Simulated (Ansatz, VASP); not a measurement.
## Mg3SiO in two plane-wave programs

Aim: how closely do two programs agree when they are given the same cell, functional and k mesh? The cell is generated by rule, not measured, and may not be a known phase. The cell is taken from a series of runs on this material, whose earlier steps may have relaxed, scaled, displaced or heated it; both programs get it as it stands.

Method: plane waves, with VASP 6.6.1 beside it; zone-centre phonons at PBE and single point at PBE, in Ansatz 0.2.0.

The structure was built from a prototype and need not be the compound's stable phase.

### 1. Starting point

Symmetry: Pm-3m, No. 221, cubic system. Conventional cell: a = 4.222 Å, b = 4.222 Å, c = 4.222 Å, α = 90.00°, β = 90.00°, γ = 90.00°. Nearest to Mg lie 2 O at 2.11 Å and 4 Si at 2.99 Å and 8 Mg at 2.99 Å. Si has 12 Mg at 2.99 Å nearest. O has 6 Mg at 2.11 Å nearest. Farther neighbours and most contacts between anions are not listed.

### 2. Ansatz: zone-centre phonons, PBE

Ansatz runs on its NC files.

Second derivatives magnify differences that forces hide, and they need a tight electronic threshold.

Contents of input.yaml:

```yaml
crystal:
  lattice:
    - [4.2216622333, 0.0, 0.0]
    - [0.0, 4.2216622333, 0.0]
    - [0.0, 0.0, 4.2216622333]
  atoms:
    - { symbol: Mg, position: [0.0, 0.5, 0.5] }
    - { symbol: Mg, position: [0.5, 0.0, 0.5] }
    - { symbol: Mg, position: [0.5, 0.5, 0.0] }
    - { symbol: Si, position: [0.0, 0.0, 0.0] }
    - { symbol: O, position: [0.5, 0.5, 0.5] }
kpoints:
  mp_grid: { grid: [8, 8, 8] }
hamiltonian:
  xc: pbe
  pseudopotentials: { kind: nc }
scf:
  occupations: { method: methfessel_paxton, width: 0.2 }
output:
  eigenvalues: true
phonons:
  method: dfpt
```

On the command line:

```bash
> ansatz run input.yaml --threads 8 --pin off --max-ram 14336MiB --backend cpu --events-out ev --progress --plain --runs-dir out
```

Numbers of over 12 decimals in the logs are rounded to 6 here.

Output:

```text
zone centre: on kpoints.mp_grid the ground state, and the responses unless they are solved on pairs of k-points, stand on 125 of the mesh's 512 k-points, reduced under 8 symmetry operations, with k and −k counted as one. Each operation leaves every solved displacement unchanged or reverses it
Engine: ansatz 0.2.0, x86_64-unknown-linux-gnu
Pseudopotentials: kind: nc
Pseudopotential: Mg, nc, valence charge 10, recommended cutoff 1142.878222 eV (normal), Mg.nc.azcp
Pseudopotential: Si, nc, valence charge 4, recommended cutoff 489.804952 eV (normal), Si.nc.azcp
Pseudopotential: O, nc, valence charge 6, recommended cutoff 1240 eV (normal), O.nc.azcp
Functional definition: PBE
  parameter kappa = 0.804
  parameter beta = 0.066725
  exchange = pbe_x(kappa = kappa, mu = beta*pi^2/3)
  correlation = pbe_c(beta = beta)
Crystal: 5 atoms, lattice volume = 75.240 Å³
Basis set: ecut = 1240 eV, 7441 PW (Γ), exchange–correlation on 100×100×100 points (8 copies of the dense FFT grid, shifted against one another)
Bands: 25, of which v1, the nominal top of the filled ones, is band 20 counted from 1 (19 counted from 0)
Symmetry: 48 space group operations
k-points: 125 of 512 (irreducible under 8 space group operations)
Non-local potential: Mg, projectors of the file, l = 0: 2, l = 1: 2
Non-local potential: Si, projectors of the file, l = 0: 2, l = 1: 2, l = 2: 2
Non-local potential: O, projectors of the file, l = 0: 2, l = 1: 2, l = 2: 1
Initial density: superposition of atomic densities (chi_scale 0.1, normalization cell, long waves kept (reshape's long-wave potential 0.01 eV rms))
Initial wavefunctions: pseudopotential atomic-orbital guess
Functional: x = pbe(κ = 0.804, μ = 0.219515), c = pbe(β = 0.066725)
SCF iter   1: F=—  HF=-5432.413702 eV  |F-HF|=—  |Δ(HF+E_count)|=         —  Δρ=9.41e-2  dr2=7.91e0  ethr=3.10e-3  ⟨swp⟩=6.1  Hψ=14723  notcnv=0
preconditioner: auto → Resta (q_TF=auto, 2.456 Å⁻¹)  ε∞=4.5  [insulator: Δε(μ)=0.411 eV  Ē_g=9.169 eV  σ=0.200 eV  W_gap=0.75  n_scr=18 (ndim 8)  ℏωp=17.1 eV  f_vac=0.000  D(μ)=0.13/eV (n_scr^D=0)  ε∞_Penn≈4.5]
SCF iter   2: F=—  HF=-5430.884225 eV  |F-HF|=—  |Δ(HF+E_count)|=    1.53e0  S|Δr|=    0.00e0  Δρ=4.09e-2  dr2=9.89e-1  ethr=3.10e-3  ⟨swp⟩=3.6  Hψ=6231  notcnv=0  defer=112
preconditioner: auto → Kerker (q_TF=auto, 2.456 Å⁻¹)  [metal: Δε(μ)=0.078 eV  Ē_g=8.235 eV  σ=0.200 eV  W_gap=0.32  n_scr=18 (ndim 8)  ℏωp=16.0 eV  f_vac=0.000  D(μ)=0.31/eV (n_scr^D=0)]
SCF iter   3: F=—  HF=-5430.708390 eV  |F-HF|=—  |Δ(HF+E_count)|=   1.76e-1  S|Δr|=    0.00e0  Δρ=1.67e-2  dr2=3.48e-1  ethr=2.47e-3  ⟨swp⟩=2.2  Hψ=5181  notcnv=0  defer=88
SCF iter   4: F=—  HF=-5430.646327 eV  |F-HF|=—  |Δ(HF+E_count)|=   6.21e-2  S|Δr|=    0.00e0  Δρ=7.10e-3  dr2=6.88e-2  ethr=8.69e-4  ⟨swp⟩=2.0  Hψ=3395  notcnv=0  defer=88
SCF iter   5: F=—  HF=-5430.629580 eV  |F-HF|=—  |Δ(HF+E_count)|=   1.67e-2  S|Δr|=    0.00e0  Δρ=1.60e-3  dr2=4.58e-3  ethr=1.72e-4  ⟨swp⟩=1.5  Hψ=4193  notcnv=0  defer=82
SCF iter   6: F=—  HF=-5430.628322 eV  |F-HF|=—  |Δ(HF+E_count)|=   1.26e-3  S|Δr|=    0.00e0  Δρ=2.33e-4  dr2=4.87e-5  ethr=1.15e-5  ⟨swp⟩=2.0  Hψ=3782  notcnv=0  defer=82
SCF iter   7: F=—  HF=-5430.628320 eV  |F-HF|=—  |Δ(HF+E_count)|=   1.82e-6  S|Δr|=    0.00e0  Δρ=8.13e-5  dr2=3.09e-6  ethr=1.22e-7  ⟨swp⟩=3.0  Hψ=5573  notcnv=0  defer=82
SCF iter   8: F=—  HF=-5430.627794 eV  |F-HF|=—  |Δ(HF+E_count)|=   5.26e-4  S|Δr|=    0.00e0  Δρ=1.67e-5  dr2=1.47e-7  ethr=7.72e-9  ⟨swp⟩=2.0  Hψ=3949  notcnv=0  defer=82
SCF iter   9: F=—  HF=-5430.627794 eV  |F-HF|=—  |Δ(HF+E_count)|=   1.80e-8  S|Δr|=    0.00e0  Δρ=2.89e-6  dr2=5.93e-9  ethr=3.67e-10  ⟨swp⟩=2.9  Hψ=6119  notcnv=0  defer=82
SCF iter  10: F=—  HF=-5430.627794 eV  |F-HF|=—  |Δ(HF+E_count)|=  5.42e-10  S|Δr|=    0.00e0  Δρ=3.64e-7  dr2=4.38e-11  ethr=1.48e-11  ⟨swp⟩=2.0  Hψ=3669  notcnv=0  defer=82
SCF iter  11: F=-5430.627794 eV  HF=-5430.627794 eV  |F-HF|=1.82e-12  |Δ(HF+E_count)|=  2.73e-11  S|Δr|=    0.00e0  Δρ=8.90e-8  dr2=2.05e-12  ethr=1.00e-12  ⟨swp⟩=11.5  Hψ=18645  notcnv=0
SCF 1 converged in 11 iterations: F = -5430.627794 eV  dr2 = 2.05e-12
DFPT response loops at Γ: preconditioner auto → Kerker (q_TF=auto, 2.456 Å⁻¹) (partly filled bands, converged f_vac=0.000); β = 1.00, the filter's whole step (`scf.mixing.beta` (0.50) is not read by the response loops under this deck's `scf.mixing.preconditioner`; to damp them name `kerker` or `kerker_dos`, under which they read `scf.mixing.beta`, and type it under 1.00, their step now; both keys bind the ground state too); Broyden in place of MSR1
SCF converged after 11 iterations
Stability not checked: this state was not tested for a lower state beside it, because cold or Methfessel-Paxton smearing, or corrected tetrahedra, fill the levels in a way that the test cannot read (fill_not_monotonic; see scf.lower_state_search)
Free energy (F): -5430.627794 eV
Harris-Foulkes:  -5430.627794 eV  (|F-HF|=1.82e-12)
Internal energy: -5430.628513 eV  (E = F + TS)
E sigma→0 (E₀):  -5430.627974 eV
Entropy (-TS):   0.000719 eV (0.144 meV/atom)
Fermi energy:    8.552317 eV
Step filling:    the computed levels leave a gap of 0.0000 eV = 0.0 smearing widths at the electron count; against every level under it full and every level over it empty, smearing changes F+E_penalty+E_count by -0.285 meV and its σ→0 estimate by -0.465 meV
--- Per-component energies (eV) ---
  E_band       = -1003.595665
  E_kinetic    = 3135.552810
  E_local      = -5445.043453  (includes V_loc(G=0)·N_el)
  E_nonlocal   = -1601.487401
  E_hartree    = 1963.388238
  E_xc         = -820.706852
  E_vxc        = -1019.394119  (∫ρ·V_xc dr)
  E_ewald      = -2662.331855
  E_smearing   = 0.000719  (= −TS)
  E_closure    = 0.000000  (closes the sum)
  Σ components = -5430.627794   (vs F -5430.627794, Δ=0.00e0)
--- Band table (eV; the first three rows and the last of 125) ---
  k-point 0: bands = [... 16 lower, 2.3703, 8.0611, 8.0611, 8.0611, 9.1406, 9.1406, 10.1959, 14.2590, ... 1 higher]
  k-point 1: bands = [... 16 lower, 2.3907, 6.9780, 8.0365, 8.0365, 9.2523, 9.7728, 11.0640, 13.7415, ... 1 higher]
  k-point 2: bands = [... 16 lower, 2.4688, 5.6194, 7.9704, 7.9704, 9.5681, 10.4112, 12.9645, 13.0358, ... 1 higher]
  k-point 124: bands = [... 16 lower, 2.0872, 5.1209, 5.1209, 5.1209, 10.2159, 10.2159, 10.2159, 13.0193, ... 1 higher]
--- Phonons (Γ-DFPT): 4 representative perturbations + reference, on 125 of 512 k-points (Σ response iterations 15) ---
  k mesh reduced under 8 symmetry operations, with k and −k counted as one. Each operation leaves every solved displacement unchanged or reverses it
  ASR residual: 1.658e-2 → 0.000e0 eV/Å²; symmetrization residual: 4.149e-5 eV/Å²
  ASR residual per site (eV/Å²): 1.66e-2 1.66e-2 1.66e-2 8.68e-5 1.02e-4
  Γ frequencies (cm⁻¹): 0.00 0.00 0.00 162.01 162.01 162.01 189.75 189.75 189.75 297.48 297.48 297.48 421.78 421.78 421.78
  non-analytic LO–TO correction: not included (Born effective charges unavailable; polar crystals: no LO–TO splitting at Γ)
```

In the SCF lines HF is the Harris–Foulkes energy and dr2 the Hartree energy of the density residual, in eV; the loop may stop once dr2 is under the threshold and the program's other checks hold. Hψ counts applications of the Hamiltonian.

[end of part 1 of 3]

[Lines on the potential files, build, host, timing and source positions are cut from VASP's logs without a mark.]

[Logs are printed without paths, hosts, clocks, repeated set-up lines and the standing remarks that a program may print on its own settings, such as how far it seeks lower states.]

[Hosts, paths, dates, database ids (printed as entryN), source tags and the programs' standing remarks are cut or masked in the printed files.]
